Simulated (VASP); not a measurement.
A convergence study with VASP on CeO₂ (fluorite): one setting is varied, all else stays as given below, so the limit is that of these other settings.

```yaml
crystal:
  lattice:
    - [0.00000, 2.70500, 2.70500]
    - [2.70500, 0.00000, 2.70500]
    - [2.70500, 2.70500, 0.00000]
  atoms:
    - { symbol: Ce, position: [0.00000, 0.00000, 0.00000] }
    - { symbol: O, position: [0.25000, 0.25000, 0.25000] }
    - { symbol: O, position: [0.75000, 0.75000, 0.75000] }
```

These are PBEsol GGA, VASP's PBE PAW potentials (set 64) (plane waves; VASP) values and carry that method's errors. The tightest run used: 700 eV cut-off, 16×16×16 Γ-centred mesh, Gaussian smearing of 0.050 eV, potentials Ce O.

```json
[
 {"setting": "1×1×1 mesh", "E (eV/atom)": "-10.9275", "pressure (GPa)": "-45.90", "irreducible k-points": "1"},
 {"setting": "2×2×2 mesh", "E (eV/atom)": "-9.1086", "pressure (GPa)": "1.80", "irreducible k-points": "3"},
 {"setting": "3×3×3 mesh", "E (eV/atom)": "-9.1823", "pressure (GPa)": "-1.42", "irreducible k-points": "4"}
]
```

Question: These are the cheaper rows. Estimate the results at 16×16×16 mesh, and how far the last row shown lies from them.

Answer: 
```
quantity        tightest run  last row shown is off by
--------------  ------------  ------------------------
E (eV/atom)          -9.1841                    0.0018
pressure (GPa)         -1.40                     -0.02
```

Left out are rungs that failed or repeat a setting and relaxations that didn't move; long series are thinned to 24 rows.

The compound is CeO2 in the fluorite structure. The cell was not relaxed at this level. The run is not spin-polarised, so no magnetic state was tried.
